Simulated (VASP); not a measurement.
# YbB2 (P6/mmm) in VASP: reference runs

Aim: a first look at YbB2 with PBE, on the cell as given and on a disturbed one, then over a range of volumes.

Program: VASP 6.6.1. These are calculated values, not measurements. Logs are shortened: lines on timing, memory, paths and dates and some standing lists are left out, and cuts for length are marked.

## (1) The crystal as given

Symmetry: P6/mmm, No. 191, hexagonal system. Conventional cell: a = 3.250 Å, b = 3.250 Å, c = 3.732 Å, α = 90.00°, β = 90.00°, γ = 120.00°. Around Yb (site symmetry 6/mmm) lie 12 B at 2.65 Å. B (site symmetry -6m2) has 3 B at 1.88 Å as nearest neighbours.

## (2) Single point, PBE, collinear spin, ferromagnetic start (atoms moved at random, drawn with an rms of 0.05 Å)

Contents of INCAR:

```
PREC = Accurate
ENCUT = 520
EDIFF = 1E-7
ISMEAR = -1
SIGMA = 0.05
LREAL = False
LASPH = True
NELM = 100
ALGO = Normal
ISIF = 2
LWAVE = False
LCHARG = False
ISPIN = 2
MAGMOM = 1 0 0
LORBIT = 11
LMAXMIX = 6
GGA = PE
NBANDS = 26
```

Contents of KPOINTS:

```
Automatic mesh
0
Gamma
  9 9 7
```

Contents of POSCAR:

```
YbB2
1.0
    3.2503000000      0.0000000000      0.0000000000
   -1.6251500000      2.8148423699      0.0000000000
    0.0000000000      0.0000000000      3.7315000000
Yb B
1 2
Direct
    0.0071110000      0.0052000000      0.0179830000
    0.6532000000      0.3279110000      0.4907200000
    0.3265890000      0.6599900000      0.5028640000
```

Potentials or basis: VASP PAW PBE potentials, release 64 (Yb, B).

The run is started by

```bash
cat potpaw_PBE.64/Yb/POTCAR potpaw_PBE.64/B/POTCAR > POTCAR
mpirun -np 1 vasp_std > vasp.out
```

OUTCAR:

```text
PREC = Accurate
   ENCUT = 520
   EDIFF = 1E-7
   ISMEAR = -1
   LREAL = False
   LASPH = True
   NELM = 100
   ISIF = 2
   ISPIN = 2
   LORBIT = 11
   GGA = PE

 ion  position               nearest neighbor table
   1  0.007  0.005  0.018-   2 2.53   3 2.58   2 2.60   2 2.60   3 2.60   3 2.64   3 2.66   2 2.68
                             3 2.68   3 2.71   2 2.74   2 2.74
   2  0.653  0.328  0.491-   3 1.85   3 1.88   3 1.90   1 2.53   1 2.60   1 2.60   1 2.68   1 2.74
                             1 2.74
   3  0.327  0.660  0.503-   2 1.85   2 1.88   2 1.90   1 2.58   1 2.60   1 2.64   1 2.66   1 2.68
                             1 2.71

  LATTYP: Found a hexagonal cell.
 ALAT       =     3.2503000000
 C/A-ratio  =     1.1480478725

  Lattice vectors:

 A1 = (   3.2503000000,   0.0000000000,   0.0000000000)
 A2 = (  -1.6251500000,   2.8148423699,   0.0000000000)
 A3 = (   0.0000000000,   0.0000000000,   3.7315000000)

Analysis of symmetry for initial positions (statically):
=====================================================================
 Subroutine PRICEL returns:
 Original cell was already a primitive cell.

 Routine SETGRP: Setting up the symmetry group for a
 hexagonal supercell.

 Subroutine GETGRP returns: Found  1 space group operations
 (whereof  1 operations were pure point group operations)
 out of a pool of 24 trial point group operations.

The static configuration has the point symmetry C_1 .

Analysis of symmetry for dynamics (positions and initial velocities):
=====================================================================
 Subroutine PRICEL returns:
 Original cell was already a primitive cell.

 Routine SETGRP: Setting up the symmetry group for a
 hexagonal supercell.

 Subroutine GETGRP returns: Found  1 space group operations
 (whereof  1 operations were pure point group operations)
 out of a pool of 24 trial point group operations.

The dynamic configuration has the point symmetry C_1 .

Analysis of structural, dynamic, and magnetic symmetry:
=====================================================================
 Subroutine PRICEL returns:
 Original cell was already a primitive cell.

 Routine SETGRP: Setting up the symmetry group for a
 hexagonal supercell.

 Subroutine GETGRP returns: Found  1 space group operations
 (whereof  1 operations were pure point group operations)
 out of a pool of 24 trial point group operations.

The overall configuration has the point symmetry C_1 .

 Subroutine INISYM returns: Found  1 space group operations
 (whereof  1 operations are pure point group operations),
 and found     1 'primitive' translations

----------------------------------------------------------------------------------------

                                     Primitive cell

  volume of cell :      34.1398

  direct lattice vectors                    reciprocal lattice vectors
     3.250300000  0.000000000  0.000000000     0.307663908  0.177629840  0.000000000
    -1.625150000  2.814842370  0.000000000     0.000000000  0.355259680  0.000000000
     0.000000000  0.000000000  3.731500000     0.000000000  0.000000000  0.267988744

  length of vectors
     3.250300000  3.250300000  3.731500000     0.355259680  0.355259680  0.267988744

  position of ions in fractional coordinates (direct lattice)
     0.007111000  0.005200000  0.017983000
     0.653200000  0.327911000  0.490720000
     0.326589000  0.659990000  0.502864000

  ion indices of the primitive-cell ions
   primitive index   ion index
                 1           1
                 2           2
                 3           3

----------------------------------------------------------------------------------------

 KPOINTS: Automatic mesh

Automatic generation of k-mesh.
 Grid dimensions read from file:
 generate k-points for:    9    9    7

 Generating k-lattice:

  Cartesian coordinates                     Fractional coordinates (reciprocal lattice)
     0.034184879  0.019736649  0.000000000     0.111111111  0.000000000  0.000000000
     0.000000000  0.039473298  0.000000000     0.000000000  0.111111111  0.000000000
     0.000000000  0.000000000  0.038284106     0.000000000  0.000000000  0.142857143

  Length of vectors
     0.039473298  0.039473298  0.038284106

  Shift w.r.t. Gamma in fractional coordinates (k-lattice)
     0.000000000  0.000000000  0.000000000

 Subroutine IBZKPT returns following result:
 ===========================================

 Found    284 irreducible k-points:

 Following reciprocal coordinates:
            Coordinates               Weight
  0.000000  0.000000  0.000000      1.000000
  0.111111  0.000000  0.000000      2.000000
  0.000000  0.111111  0.000000      2.000000
 -0.111111  0.111111  0.000000      2.000000
  0.222222  0.000000  0.000000      2.000000
  0.000000  0.222222  0.000000      2.000000
[... 16 lines left out ...]
  0.333333  0.111111  0.000000      2.000000
 -0.111111  0.444444  0.000000      2.000000
 [... further k-points ...]
   k-points           NKPTS =    284   k-points in BZ     NKDIM =    284   number of bands    NBANDS=     26
   number of dos      NEDOS =    301   number of ions     NIONS =      3
   total plane-waves  NPLWV =  16128
   dimension x,y,z NGX =    24 NGY =   24 NGZ =   28
   dimension x,y,z NGXF=    48 NGYF=   48 NGZF=   56
   ions per type =               1   2
   NGX,Y,Z   is equivalent  to a cutoff of  12.28, 12.28, 12.47 a.u.
   NGXF,Y,Z  is equivalent  to a cutoff of  24.55, 24.55, 24.95 a.u.
 SYSTEM =  unknown system
   PREC   = accura    normal or accurate (medium, high low for compatibility)
   ISTART =      0    job   : 0-new  1-cont  2-samecut
   ICHARG =      2    charge: 1-file 2-atom 10-const
   ISPIN  =      2    spin polarized calculation?
   LNONCOLLINEAR =      F non collinear calculations
   LSORBIT =      F    spin-orbit coupling
   LASPH  =      T    aspherical Exc in radial PAW
   ENCUT  =  520.0 eV  38.22 Ry    6.18 a.u.   6.04  6.04  6.94*2*pi/ulx,y,z
   NELM   =    100;   NELMIN=  2; NELMDL= -5     # of ELM steps
   EDIFF  = 0.1E-06   stopping-criterion for ELM
   LREAL  =      F    real-space projection
   EDIFFG = 0.1E-05   stopping-criterion for IOM
   NSW    =      0    number of steps for IOM
   IBRION =     -1    ionic relax: 0-MD 1-quasi-New 2-CG
   NFREE  =      0    steps in history (QN), initial steepest desc. (CG)
   ISIF   =      2    stress and relaxation
   ISYM   =      2    0-nonsym 1-usesym 2-fastsym
   POTIM  = 0.5000    time-step for ionic-motion
   TEBEG  =    0.0;   TEEND  =   0.0 temperature during run
   PSTRESS=    0.0 pullay stress
   NELECT =      30.0000    total number of electrons
   NUPDOWN=      -1.0000    fix difference up-down
   EMIN   =  10.00;   EMAX   =-10.00  energy-range for DOS
   EFERMI =   0.00;   METHOD = LEGACY
   ISMEAR =    -1;   SIGMA  =   0.05  broadening in eV -4-tet -1-fermi 0-gaus
   EFERMI_NEDOS =   21; number of points for ismear=-14 and -15
   IALGO  =     38    algorithm
   IMIX   =      4    mixing-type and parameters
     AMIX     =   0.40;   BMIX     =  1.00
     AMIX_MAG =   1.60;   BMIX_MAG =  1.00
  volume/ion in A,a.u.               =      11.38        76.80
  Fermi-wavevector in a.u.,A,eV,Ry     =   1.568056  2.963196 33.454003  2.458800
  Thomas-Fermi vector in A             =   2.670144
   LORBIT       =     11    0 simple, 1 ext, 2 COOP (PROOUT), +10 PAW based schemes
   GGA     = PE    functional components
   LHFCALC =     F    Hartree Fock is set to
   AEXX    =    0.0000 exact exchange contribution
   IVDW    =     0    specifies the selected vdW correction
   LEPSILON=     F    determine dielectric tensor
   LRPA    =     F    only Hartree local field effects (RPA)
 spin polarized calculation
  energy-cutoff  :      520.00
  volume of cell :       34.14
 maximum number of plane-waves:       939
   NGX = 13   NGY = 13   NGZ = 13

 number of electron      30.0000007 magnetization      -0.0009720

 number of electron      30.0000007 magnetization       0.0000528

 Free energy of the ion-electron system (eV)
  ---------------------------------------------------
  ext. energy  EPLUGINS =         0.00000000
  ---------------------------------------------------
  free energy    TOTEN  =       -18.07136337 eV

  energy without entropy =      -18.04022894  energy(sigma->0) =      -18.05579615

 E-fermi :   4.0807     XC(G=0): -12.3062

 val. band max:        4.0784446637   @ k =   0.2222  -0.2222   0.1429
 cond. band min:       4.0821809319   @ k =  -0.1111   0.2222   0.0000
 fundamental gap:      0.0037362681
 Fermi energy:         4.0806694443

 spin component 1

 k-point     1 :       0.0000    0.0000    0.0000
  band No.  band energies     occupation
      1     -46.7496      1.00000
      2     -18.9607      1.00000
      3     -18.5943      1.00000
      4     -18.5905      1.00000
      5      -7.0200      1.00000
      6       2.5267      1.00000
[... 18 lines left out ...]
     25      14.2604      0.00000
     26      21.0725      0.00000
[... 644 lines left out ...]
      4     -18.7883      1.00000
      5      -4.2542      1.00000
      6      -1.3411      1.00000
[... 18 lines left out ...]
     25      18.3198      0.00000
     26      20.7374      0.00000

 [... further k-points ...]

 spin component 2

 k-point     1 :       0.0000    0.0000    0.0000
  band No.  band energies     occupation
      1     -46.7496      1.00000
      2     -18.9606      1.00000
      3     -18.5943      1.00000
      4     -18.5905      1.00000
      5      -7.0200      1.00000
      6       2.5267      1.00000
[... 18 lines left out ...]
     25      14.2604      0.00000
     26      21.0721      0.00000
[... 644 lines left out ...]
      4     -18.7883      1.00000
      5      -4.2542      1.00000
      6      -1.3411      1.00000
[... 18 lines left out ...]
     25      18.3198      0.00000
     26      20.7374      0.00000

 [... further k-points ...]
[... 5 lines left out ...]
  --------------------------------------------------------------------------------------
  -------------------------------------------------------------------------------------
  Total        0.0684201      0.0840843      1.9387458      0.1099626      0.0886384      0.1098967
  in kB        3.2109490      3.9460675     90.9851433      5.1605343      4.1597906      5.1574407
  external PRESSURE =      32.7140533 kB  Pullay stress =       0.0000000 kB

 VOLUME and BASIS-vectors are now :
 -----------------------------------------------------------------------------
  energy-cutoff  :      520.00
  volume of cell :       34.14
      direct lattice vectors                 reciprocal lattice vectors
     3.250300000  0.000000000  0.000000000     0.307663908  0.177629840  0.000000000
    -1.625150000  2.814842370  0.000000000     0.000000000  0.355259680  0.000000000
     0.000000000  0.000000000  3.731500000     0.000000000  0.000000000  0.267988744

 POSITION                                       TOTAL-FORCE (eV/Angst)
 -----------------------------------------------------------------------------------
      0.01466      0.01464      0.06710        -0.241531     -0.204441     -0.730295
      1.59019      0.92302      1.83112         0.292199      0.074908      0.680565
     -0.01107      1.85777      1.87644        -0.050668      0.129534      0.049731
 -----------------------------------------------------------------------------------
    total drift:                                0.000424      0.000399     -0.000022

  FREE ENERGIE OF THE ION-ELECTRON SYSTEM (eV)
  ---------------------------------------------------
  free  energy   TOTEN  =       -18.0713633671 eV

  energy  without entropy=      -18.0402289371  energy(sigma->0) =      -18.05579615

 total charge

# of ion       s       p       d       f       tot
--------------------------------------------------
    1        2.169   6.180   0.667  13.368  22.383
    2        0.671   1.159   0.000   0.000   1.830
    3        0.670   1.157   0.000   0.000   1.827
--------------------------------------------------
tot          3.509   8.496   0.667  13.368  26.040

 magnetization (x)

# of ion       s       p       d       f       tot
--------------------------------------------------
    1       -0.000   0.000   0.000   0.000   0.000
    2        0.000   0.000   0.000   0.000   0.000
    3        0.000   0.000   0.000   0.000   0.000
--------------------------------------------------
tot         -0.000   0.000   0.000   0.000   0.000
```

Wall time 26 min (1 thread of Intel Xeon Platinum 8259CL at 2.50GHz (Skylake/Cascade Lake), shared host); peak memory 0.51 GiB.

Results:

* Free energy: -18.0714 eV
* Pressure: 3.3 GPa
* Largest force: 0.796 eV/Å
* Band gap on the k mesh: none (metal or under the smearing width)
* Net moment: 0.00 μB per cell
* Valence electrons inside the program's atomic spheres: Yb 22.38; B 1.83

Forces on the atoms (eV/Å):
```
Yb  -0.242 -0.204 -0.730
B    0.292  0.075  0.681
B   -0.051  0.130  0.050
```

Levels at points of the mesh, in eV from the Fermi level:
Spin up:
| k point | band 12 | band 13 | band 14 | band 15 | band 16 | band 17 | band 18 | band 19 |
| --- | --- | --- | --- | --- | --- | --- | --- | --- |
| (0.00, 0.00, 0.00) | -0.39 | -0.35 | -0.35 | -0.24 | 0.29 | 6.00 | 6.33 | 6.62 |
Spin down:
```
           k point  band 12  band 13  band 14  band 15  band 16  band 17  band 18  band 19
(0.00, 0.00, 0.00)    -0.39    -0.35    -0.35    -0.24     0.29     6.00     6.33     6.62
```

Caveat: spin-orbit coupling is left out, which moves the levels of the heavy elements; without U or exact exchange the open f shell lies at the Fermi level, which spoils levels, moments and volumes. The state reached can hang on the start; a lower one may exist.

## (3) Single point, PBE, collinear spin, ferromagnetic start

Contents of INCAR:

```
SYSTEM = YbB2
  PREC = Accurate
  ENCUT = 520
  EDIFF = 1E-7
  ISMEAR = -1
  SIGMA = 0.05
  LREAL = .FALSE.
  LASPH = .TRUE.
  NELM = 150
  ALGO = Normal
  ISIF = 2
  LWAVE = .FALSE.
  LCHARG = .TRUE.
  ISPIN = 2
  MAGMOM = 1 0 0
  LORBIT = 11
  LMAXMIX = 6
  GGA = PE
  LELF = .TRUE.
  LVHAR = .TRUE.
  NBANDS = 26
```

Contents of KPOINTS:

```
Automatic mesh
0
G
  9 9 7
  0 0 0
```

Contents of POSCAR:

```
YbB2
1.0
    3.2503000000      0.0000000000      0.0000000000
   -1.6251500000      2.8148423699      0.0000000000
    0.0000000000      0.0000000000      3.7315000000
Yb B
1 2
Direct
    0.0000000000      0.0000000000      0.0000000000
    0.6666666667      0.3333333333      0.5000000000
    0.3333333333      0.6666666667      0.5000000000
```

Potentials or basis: VASP PAW PBE potentials, release 64 (Yb, B).

The run is started by

```bash
cat potpaw_PBE.64/Yb/POTCAR potpaw_PBE.64/B/POTCAR > POTCAR
mpirun -np 1 vasp_std > vasp.out
```

It took 7.2 min on 1 thread of Intel Xeon Platinum 8375C at 2.90GHz (Ice Lake), shared host; peak memory 0.22 GiB.

It converged, with:

* Free energy: -18.1165 eV
* Pressure: 2.7 GPa
* Band gap on the k mesh: none (metal or under the smearing width)
* Net moment: 0.00 μB per cell
* Valence electrons inside the program's atomic spheres: Yb 22.37; B 1.83

Stress tensor (GPa, compression positive):
```
-0.12  0.00  0.00
 0.00 -0.12  0.00
 0.00  0.00  8.34
```

Levels at points of the mesh, in eV from the Fermi level:
Spin up:
```csv
k point,band 12,band 13,band 14,band 15,band 16,band 17,band 18,band 19
"(0.00, 0.00, 0.00)",-0.41,-0.41,-0.34,-0.20,0.15,6.14,6.67,6.67
```
Spin down:
| k point | band 11 | band 12 | band 13 | band 14 | band 15 | band 16 | band 17 | band 18 | band 19 | band 20 |
| --- | --- | --- | --- | --- | --- | --- | --- | --- | --- | --- |
| (0.00, 0.00, 0.00) | -0.46 | -0.41 | -0.41 | -0.35 | -0.20 | 0.15 | 6.14 | 6.67 | 6.67 | 6.83 |

Caveat: spin-orbit coupling is left out, which moves the levels of the heavy elements; without U or exact exchange the open f shell lies at the Fermi level, which spoils levels, moments and volumes. The state reached can hang on the start; a lower one may exist.

## (4) Equation of state, PBE, collinear spin, ferromagnetic start, 10.70 Å³/atom (volume scaled by 0.94)

Contents of INCAR:

```
PREC = Accurate
ENCUT = 520
EDIFF = 1E-7
ISMEAR = -1
SIGMA = 0.05
LREAL = F
LASPH = T
NELM = 120
ALGO = Normal
ISIF = 2
LWAVE = F
LCHARG = F
ISPIN = 2
MAGMOM = 1 0 0
LORBIT = 11
LMAXMIX = 6
GGA = PE
NBANDS = 26
```

Contents of KPOINTS:

```
Automatic mesh
0
Gamma
  9 9 7
```

Contents of POSCAR:

```
YbB2
1.0
    3.1839487292      0.0000000000      0.0000000000
   -1.5919743646      2.7573804838      0.0000000000
    0.0000000000      0.0000000000      3.6553255647
Yb B
1 2
Direct
    0.0000000000      0.0000000000      0.0000000000
    0.6666666667      0.3333333333      0.5000000000
    0.3333333333      0.6666666667      0.5000000000
```

The run is started by

```bash
cat potpaw_PBE.64/Yb/POTCAR potpaw_PBE.64/B/POTCAR > POTCAR
mpirun -np 1 vasp_std > vasp.out
```

Run time: 6.8 min. Hardware: 1 thread of Intel Xeon Platinum 8375C at 2.90GHz (Ice Lake), shared host; peak memory 0.21 GiB.

Results (log left out):

| Item | Value |
| --- | --- |
| Free energy | -18.0148 eV |
| Pressure | 13.5 GPa |
| Band gap on the k mesh | none (metal or under the smearing width) |
| Net moment | 0.00 μB per cell |
| Valence electrons inside the program's atomic spheres | Yb 22.48; B 1.89 |

Caveat: spin-orbit coupling is left out, which moves the levels of the heavy elements; without U or exact exchange the open f shell lies at the Fermi level, which spoils levels, moments and volumes.

## (5) Equation of state, PBE, collinear spin, ferromagnetic start, 10.92 Å³/atom (volume scaled by 0.96)

Contents of INCAR:

```
SYSTEM = YbB2
PREC     = Accurate       ! precision mode
ENCUT    = 520            ! plane-wave cutoff, eV
EDIFF    = 1E-7           ! SCF threshold, eV
ISMEAR   = -1             ! smearing method
SIGMA    = 0.05           ! smearing width, eV
LREAL    = .False.        ! projectors in reciprocal space
LASPH    = .True.         ! aspherical terms in the spheres
NELM     = 150            ! most SCF steps
ALGO     = Normal         ! electronic algorithm
ISIF     = 2              ! what is computed and relaxed
LWAVE    = .False.        ! write WAVECAR
LCHARG   = .False.        ! write CHGCAR
ISPIN    = 2              ! spin polarisation
MAGMOM   = 1 0 0          ! initial moments
LORBIT   = 11             ! projections on sites
LMAXMIX  = 6              ! l up to which the mixer works
GGA      = PE             ! functional
NBANDS   = 26             ! bands
```

Contents of KPOINTS:

```
regular mesh
0
Gamma
  9 9 7
  0 0 0
```

Contents of POSCAR:

```
YbB2
1.0
    3.2063716421      0.0000000000      0.0000000000
   -1.6031858210      2.7767992960      0.0000000000
    0.0000000000      0.0000000000      3.6810681421
Yb B
1 2
Direct
    0.0000000000      0.0000000000      0.0000000000
    0.6666666667      0.3333333333      0.5000000000
    0.3333333333      0.6666666667      0.5000000000
```

The run is started by

```bash
cat potpaw_PBE.64/Yb/POTCAR potpaw_PBE.64/B/POTCAR > POTCAR
mpirun -np 1 vasp_std > vasp.out
```

Run time: 5.5 min. Hardware: 1 thread of Intel Xeon Platinum 8375C at 2.90GHz (Ice Lake), shared host; peak memory 0.22 GiB.

The run converged. Its results:

| Item | Value |
| --- | --- |
| Free energy | -18.0643 eV |
| Pressure | 9.5 GPa |
| Band gap on the k mesh | none (metal or under the smearing width) |
| Net moment | 0.00 μB per cell |
| Valence electrons inside the program's atomic spheres | Yb 22.44; B 1.87 |

Caveat: spin-orbit coupling is left out, which moves the levels of the heavy elements; without U or exact exchange the open f shell lies at the Fermi level, which spoils levels, moments and volumes.

[end of part 1 of 2]
